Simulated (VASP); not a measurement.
# LuPW (P-6m2) in VASP: further runs

One crystal, LuPW, is run at these levels: PBE; tasks: single point.

Program: VASP 6.6.1. These are calculated values, not measurements. Logs are shortened: lines on timing, memory, paths and dates and some standing lists are left out, and cuts for length are marked.

## 1. The cell of the first run

It takes space group P-6m2 (No. 187, hexagonal). Conventional cell: a = 4.128 Å, b = 4.128 Å, c = 3.877 Å, α = 90.00°, β = 90.00°, γ = 120.00°. Lu (site symmetry -6m2) is surrounded by 6 W at 3.07 Å and 6 P at 3.07 Å. Around P (site symmetry -6m2) lie 3 W at 2.38 Å. W (site symmetry -6m2) has 3 P at 2.38 Å as nearest neighbours.

The cell was built by a generator and needn't be a form met in nature.

## 2. Single point, PBE (species swapped into the CeNiAs type (P-6m2, No. 187))

Contents of INCAR:

```
SYSTEM = LuPW
ALGO = Normal ; EDIFF = 1E-7
ENCUT = 520 ; GGA = PE
ISIF = 2 ; ISMEAR = 0
LASPH = .TRUE. ; LCHARG = .TRUE.
LELF = .TRUE. ; LREAL = .FALSE.
LVHAR = .TRUE. ; LWAVE = .FALSE.
NBANDS = 29 ; NELM = 100
PREC = Accurate ; SIGMA = 0.1
```

Contents of KPOINTS:

```
k-points
0
G
  6 6 4
  0 0 0
```

Contents of POSCAR:

```
LuPW
1.0
    4.1276456104      0.0000000030      0.0000000000
   -2.0638228078      3.5746459550      0.0000000000
    0.0000000000      0.0000000000      3.8774537665
Lu P W
1 1 1
Direct
    0.6666666667      0.3333333333      0.0000000000
    0.0000000000      0.0000000000      0.5000000000
    0.3333333333      0.6666666667      0.5000000000
```

Potentials or basis: VASP PAW PBE potentials, release 64 (Lu, P, W_sv).

The run is started by

```console
$ cat potpaw_PBE.64/Lu/POTCAR potpaw_PBE.64/P/POTCAR potpaw_PBE.64/W_sv/POTCAR > POTCAR
$ mpirun -np 1 vasp_std > vasp.out
```

OUTCAR:

```text
SYSTEM = LuPW
   EDIFF = 1E-7
   ENCUT = 520
   GGA = PE
   ISIF = 2
   ISMEAR = 0
   LASPH = .TRUE.
   LREAL = .FALSE.
   NELM = 100
   PREC = Accurate

 ion  position               nearest neighbor table
   1  0.667  0.333  0.000-   3 3.07   3 3.07   2 3.07   2 3.07   3 3.07   3 3.07   2 3.07   2 3.07
                             2 3.07   2 3.07   3 3.07   3 3.07
   2  0.000  0.000  0.500-   3 2.38   3 2.38   3 2.38   1 3.07   1 3.07   1 3.07   1 3.07   1 3.07
                             1 3.07
   3  0.333  0.667  0.500-   2 2.38   2 2.38   2 2.38   1 3.07   1 3.07   1 3.07   1 3.07   1 3.07
                             1 3.07

  LATTYP: Found a hexagonal cell.
 ALAT       =     4.1276456104
 C/A-ratio  =     0.9393863070

  Lattice vectors:

 A1 = (   4.1276456104,   0.0000000030,   0.0000000000)
 A2 = (  -2.0638228078,   3.5746459550,   0.0000000000)
 A3 = (   0.0000000000,   0.0000000000,   3.8774537665)

Analysis of symmetry for initial positions (statically):
=====================================================================
 Subroutine PRICEL returns:
 Original cell was already a primitive cell.

 Routine SETGRP: Setting up the symmetry group for a
 hexagonal supercell.

 Subroutine GETGRP returns: Found 12 space group operations
 (whereof 12 operations were pure point group operations)
 out of a pool of 24 trial point group operations.

The static configuration has the point symmetry D_3h.

Analysis of symmetry for dynamics (positions and initial velocities):
=====================================================================
 Subroutine PRICEL returns:
 Original cell was already a primitive cell.

 Routine SETGRP: Setting up the symmetry group for a
 hexagonal supercell.

 Subroutine GETGRP returns: Found 12 space group operations
 (whereof 12 operations were pure point group operations)
 out of a pool of 24 trial point group operations.

The dynamic configuration has the point symmetry D_3h.

 Subroutine INISYM returns: Found 12 space group operations
 (whereof 12 operations are pure point group operations),
 and found     1 'primitive' translations

----------------------------------------------------------------------------------------

                                     Primitive cell

  volume of cell :      57.2113

  direct lattice vectors                    reciprocal lattice vectors
     4.127645610  0.000000003  0.000000000     0.242268861  0.139873992  0.000000000
    -2.063822808  3.574645955  0.000000000    -0.000000000  0.279747984  0.000000000
     0.000000000  0.000000000  3.877453766     0.000000000  0.000000000  0.257901205

  length of vectors
     4.127645610  4.127645610  3.877453766     0.279747984  0.279747984  0.257901205

  position of ions in fractional coordinates (direct lattice)
     0.666666667  0.333333333  0.000000000
     0.000000000  0.000000000  0.500000000
     0.333333333  0.666666667  0.500000000

  ion indices of the primitive-cell ions
   primitive index   ion index
                 1           1
                 2           2
                 3           3

----------------------------------------------------------------------------------------

 KPOINTS: k-points

Automatic generation of k-mesh.
 Grid dimensions read from file:
 generate k-points for:    6    6    4

 Generating k-lattice:

  Cartesian coordinates                     Fractional coordinates (reciprocal lattice)
     0.040378143  0.023312332  0.000000000     0.166666667  0.000000000  0.000000000
    -0.000000000  0.046624664  0.000000000    -0.000000000  0.166666667  0.000000000
     0.000000000  0.000000000  0.064475301     0.000000000  0.000000000  0.250000000

  Length of vectors
     0.046624664  0.046624664  0.064475301

  Shift w.r.t. Gamma in fractional coordinates (k-lattice)
     0.000000000  0.000000000  0.000000000

 Subroutine IBZKPT returns following result:
 ===========================================

 Found     21 irreducible k-points:

 Following reciprocal coordinates:
            Coordinates               Weight
  0.000000  0.000000  0.000000      1.000000
  0.166667  0.000000  0.000000      6.000000
  0.333333  0.000000  0.000000      6.000000
  0.500000  0.000000  0.000000      3.000000
  0.166667  0.166667  0.000000      6.000000
  0.333333  0.166667  0.000000     12.000000
[... 13 lines left out ...]
  0.333333  0.166667  0.500000     12.000000
  0.333333  0.333333  0.500000      2.000000
   k-points           NKPTS =     21   k-points in BZ     NKDIM =     21   number of bands    NBANDS=     29
   number of dos      NEDOS =    301   number of ions     NIONS =      3
   total plane-waves  NPLWV =  30720
   dimension x,y,z NGX =    32 NGY =   32 NGZ =   30
   dimension x,y,z NGXF=    64 NGYF=   64 NGZF=   60
   ions per type =               1   1   1
   NGX,Y,Z   is equivalent  to a cutoff of  12.89, 12.89, 12.86 a.u.
   NGXF,Y,Z  is equivalent  to a cutoff of  25.78, 25.78, 25.73 a.u.
 SYSTEM =  LuPW
   PREC   = accura    normal or accurate (medium, high low for compatibility)
   ISTART =      0    job   : 0-new  1-cont  2-samecut
   ICHARG =      2    charge: 1-file 2-atom 10-const
   ISPIN  =      1    spin polarized calculation?
   LNONCOLLINEAR =      F non collinear calculations
   LSORBIT =      F    spin-orbit coupling
   LASPH  =      T    aspherical Exc in radial PAW
   ENCUT  =  520.0 eV  38.22 Ry    6.18 a.u.   7.67  7.67  7.21*2*pi/ulx,y,z
   NELM   =    100;   NELMIN=  2; NELMDL= -5     # of ELM steps
   EDIFF  = 0.1E-06   stopping-criterion for ELM
   LREAL  =      F    real-space projection
   EDIFFG = 0.1E-05   stopping-criterion for IOM
   NSW    =      0    number of steps for IOM
   IBRION =     -1    ionic relax: 0-MD 1-quasi-New 2-CG
   NFREE  =      0    steps in history (QN), initial steepest desc. (CG)
   ISIF   =      2    stress and relaxation
   ISYM   =      2    0-nonsym 1-usesym 2-fastsym
   POTIM  = 0.5000    time-step for ionic-motion
   TEBEG  =    0.0;   TEEND  =   0.0 temperature during run
   PSTRESS=    0.0 pullay stress
   NELECT =      44.0000    total number of electrons
   NUPDOWN=      -1.0000    fix difference up-down
   EMIN   =  10.00;   EMAX   =-10.00  energy-range for DOS
   EFERMI =   0.00;   METHOD = LEGACY
   ISMEAR =     0;   SIGMA  =   0.10  broadening in eV -4-tet -1-fermi 0-gaus
   EFERMI_NEDOS =   21; number of points for ismear=-14 and -15
   IALGO  =     38    algorithm
   IMIX   =      4    mixing-type and parameters
     AMIX     =   0.40;   BMIX     =  1.00
     AMIX_MAG =   1.60;   BMIX_MAG =  1.00
  volume/ion in A,a.u.               =      19.07       128.69
  Fermi-wavevector in a.u.,A,eV,Ry     =   1.499909  2.834418 30.609412  2.249728
  Thomas-Fermi vector in A             =   2.611478
   LORBIT       =      0    0 simple, 1 ext, 2 COOP (PROOUT), +10 PAW based schemes
   GGA     = PE    functional components
   LHFCALC =     F    Hartree Fock is set to
   AEXX    =    0.0000 exact exchange contribution
   IVDW    =     0    specifies the selected vdW correction
   LEPSILON=     F    determine dielectric tensor
   LRPA    =     F    only Hartree local field effects (RPA)
 non-spin polarized calculation
 Gauss-broadening in eV      SIGMA  =   0.10
  energy-cutoff  :      520.00
  volume of cell :       57.21
 maximum number of plane-waves:      1557
 NGX is ok and might be reduce to    32
   NGX = 15   NGY = 15   NGZ = 15

 number of electron      44.0000006 magnetization

 Free energy of the ion-electron system (eV)
  ---------------------------------------------------
  ext. energy  EPLUGINS =         0.00000000
  ---------------------------------------------------
  free energy    TOTEN  =       -23.64846047 eV

  energy without entropy =      -23.63443750  energy(sigma->0) =      -23.64144899

 E-fermi :   6.7263     XC(G=0): -11.8085

 val. band max:        6.6977952931   @ k =   0.1667   0.0000   0.2500
 cond. band min:       6.7318858976   @ k =   0.3333   0.1667   0.5000
 fundamental gap:      0.0340906045
 Fermi energy:         6.7263117724

 k-point     1 :       0.0000    0.0000    0.0000
  band No.  band energies     occupation
      1     -66.8240      2.00000
      2     -49.4104      2.00000
      3     -31.2054      2.00000
      4     -31.2054      2.00000
      5     -30.9586      2.00000
      6     -20.1189      2.00000
[... 21 lines left out ...]
     28      11.6565      0.00000
     29      13.2603      0.00000

 k-point     2 :       0.1667    0.0000    0.0000
  band No.  band energies     occupation
      1     -66.8238      2.00000
      2     -49.4101      2.00000
      3     -31.2114      2.00000
      4     -31.2071      2.00000
      5     -30.9576      2.00000
      6     -20.1197      2.00000
[... 21 lines left out ...]
     28      11.4151      0.00000
     29      11.7552      0.00000

 k-point     3 :       0.3333    0.0000    0.0000
  band No.  band energies     occupation
      1     -66.8236      2.00000
      2     -49.4095      2.00000
      3     -31.2235      2.00000
      4     -31.2105      2.00000
      5     -30.9557      2.00000
      6     -20.1212      2.00000
[... 21 lines left out ...]
     28      11.8765      0.00000
     29      11.9301      0.00000

 k-point     4 :       0.5000    0.0000    0.0000
  band No.  band energies     occupation
      1     -66.8235      2.00000
      2     -49.4092      2.00000
      3     -31.2296      2.00000
      4     -31.2122      2.00000
      5     -30.9547      2.00000
      6     -20.1254      2.00000
[... 501 lines left out ...]
     28      11.2732      0.00000
     29      13.1997      0.00000

 k-point    20 :       0.3333    0.1667    0.5000
  band No.  band energies     occupation
      1     -66.8232      2.00000
      2     -49.4071      2.00000
      3     -31.2274      2.00000
      4     -31.2125      2.00000
      5     -30.9783      2.00000
      6     -20.2067      2.00000
[... 21 lines left out ...]
     28      11.6199      0.00000
     29      13.1724      0.00000

 k-point    21 :       0.3333    0.3333    0.5000
  band No.  band energies     occupation
      1     -66.8231      2.00000
      2     -49.4068      2.00000
      3     -31.2237      2.00000
      4     -31.2205      2.00000
      5     -30.9786      2.00000
      6     -20.2031      2.00000
[... 21 lines left out ...]
     28      11.9486      0.00000
     29      12.6756      0.00000

------------------------ aborting loop because EDIFF is reached ----------------------------------------

  FORCE on cell =-STRESS in cart. coord.  units (eV):
  Direction    XX          YY          ZZ          XY          YZ          ZX
  --------------------------------------------------------------------------------------
  -------------------------------------------------------------------------------------
  Total        0.1096928      0.1096928      0.0785383     -0.0000000      0.0000000      0.0000000
  in kB        3.0718968      3.0718968      2.1994299     -0.0000000      0.0000000      0.0000000
  external PRESSURE =       2.7810745 kB  Pullay stress =       0.0000000 kB

 VOLUME and BASIS-vectors are now :
 -----------------------------------------------------------------------------
  energy-cutoff  :      520.00
  volume of cell :       57.21
      direct lattice vectors                 reciprocal lattice vectors
     4.127645610  0.000000003  0.000000000     0.242268861  0.139873992  0.000000000
    -2.063822808  3.574645955  0.000000000    -0.000000000  0.279747984  0.000000000
     0.000000000  0.000000000  3.877453766     0.000000000  0.000000000  0.257901205

 POSITION                                       TOTAL-FORCE (eV/Angst)
 -----------------------------------------------------------------------------------
      2.06382      1.19155      0.00000        -0.000000      0.000000      0.000000
      0.00000      0.00000      1.93873         0.000000      0.000000      0.000000
     -0.00000      2.38310      1.93873         0.000000     -0.000000      0.000000
 -----------------------------------------------------------------------------------
    total drift:                               -0.000001      0.000000     -0.000000

  FREE ENERGIE OF THE ION-ELECTRON SYSTEM (eV)
  ---------------------------------------------------
  free  energy   TOTEN  =       -23.6484604678 eV

  energy  without entropy=      -23.6344375024  energy(sigma->0) =      -23.64144899
```

It took 54 s on 1 thread of Intel Xeon Platinum 8375C at 2.90GHz (Ice Lake), shared host; peak memory 0.21 GiB.

What came out:

```yaml
Free_energy: -23.6485 eV
Pressure: 0.3 GPa
Band_gap_on_the_k_mesh: none (metal or under the smearing width)
```

Stress tensor (GPa, compression positive):
```
0.31 0.00 0.00
0.00 0.31 0.00
0.00 0.00 0.22
```

Levels at points of the mesh, in eV from the Fermi level:
| k point | band 18 | band 19 | band 20 | band 21 | band 22 | band 23 | band 24 | band 25 | band 26 | band 27 |
| --- | --- | --- | --- | --- | --- | --- | --- | --- | --- | --- |
| (0.00, 0.00, 0.00) | -4.61 | -3.39 | -1.66 | -0.44 | -0.28 | -0.28 | 1.39 | 1.39 | 3.60 | 3.60 |
| (0.50, 0.00, 0.00) | -3.33 | -3.28 | -2.93 | -1.41 | -1.20 | 0.47 | 1.67 | 1.87 | 3.83 | 4.07 |
| (0.00, 0.00, 0.50) | -4.74 | -4.74 | -1.71 | -1.71 | 1.32 | 2.34 | 2.34 | 2.47 | 2.92 | 4.47 |
| (0.50, 0.00, 0.50) | -4.83 | -3.40 | -1.33 | -1.03 | -1.01 | -0.71 | 0.91 | 1.09 | 4.04 | 4.91 |

Caveat: the k mesh is coarse (spacing up to 0.41 Å⁻¹), so the values aren't converged. The run has no spin-orbit coupling, so splittings on Lu, W are missing.

## 3. Single point, PBE (species swapped into the CeNiAs type (P-6m2, No. 187))

Contents of INCAR:

```
SYSTEM = LuPW
ALGO = Fast
EDIFF = 1E-6
ENCUT = 520
GGA = PE
ISIF = 2
ISMEAR = 0
LASPH = .True.
LCHARG = .False.
LREAL = .False.
LWAVE = .False.
NBANDS = 29
NELM = 100
PREC = Accurate
SIGMA = 0.1
```

Contents of KPOINTS:

```
k-points
0
Gamma
  6 6 4
  0 0 0
```

Contents of POSCAR:

```
LuPW
1.0
    4.0163881300      0.0000000000      0.0000000000
   -2.0081940700      3.4782941500      0.0000000000
    0.0000000000      0.0000000000      3.9378033000
Lu P W
1 1 1
Direct
    0.6666666700      0.3333333300      0.0000000000
    0.0000000000      0.0000000000      0.5000000000
    0.3333333300      0.6666666700      0.5000000000
```

Potentials or basis: VASP PAW PBE potentials, release 64 (Lu, P, W_sv).

The run is started by

```console
$ cat potpaw_PBE.64/Lu/POTCAR potpaw_PBE.64/P/POTCAR potpaw_PBE.64/W_sv/POTCAR > POTCAR
$ mpirun -np 1 vasp_std > vasp.out
```

Run time: 2.3 min. Hardware: 1 thread of Intel Xeon Platinum 8375C at 2.90GHz (Ice Lake), shared host; peak memory 0.19 GiB.

The run converged. Its results:

```
Free energy            : -23.5396 eV
Pressure               : 9.3 GPa
Band gap on the k mesh : none (metal or under the smearing width)
```

Stress tensor (GPa, compression positive):
```
12.53  0.00  0.00
 0.00 12.53  0.00
 0.00  0.00  2.77
```

Levels at points of the mesh, in eV from the Fermi level:
| k point | band 18 | band 19 | band 20 | band 21 | band 22 | band 23 | band 24 | band 25 | band 26 | band 27 |
| --- | --- | --- | --- | --- | --- | --- | --- | --- | --- | --- |
| (0.00, 0.00, 0.00) | -4.67 | -3.67 | -1.99 | -0.41 | -0.41 | -0.18 | 1.50 | 1.50 | 3.50 | 3.50 |
| (0.50, 0.00, 0.00) | -3.72 | -3.35 | -3.00 | -1.51 | -1.47 | 0.55 | 1.53 | 1.67 | 4.14 | 4.33 |
| (0.00, 0.00, 0.50) | -4.79 | -4.79 | -1.77 | -1.77 | 1.06 | 2.61 | 2.61 | 2.72 | 2.77 | 4.52 |
| (0.50, 0.00, 0.50) | -4.84 | -3.46 | -1.46 | -1.07 | -1.04 | -0.71 | 0.77 | 0.90 | 4.24 | 4.84 |

Caveat: the k mesh is coarse (spacing up to 0.40 Å⁻¹), so the values aren't converged. Spin-orbit coupling is left out, which matters for the levels of Lu, W.
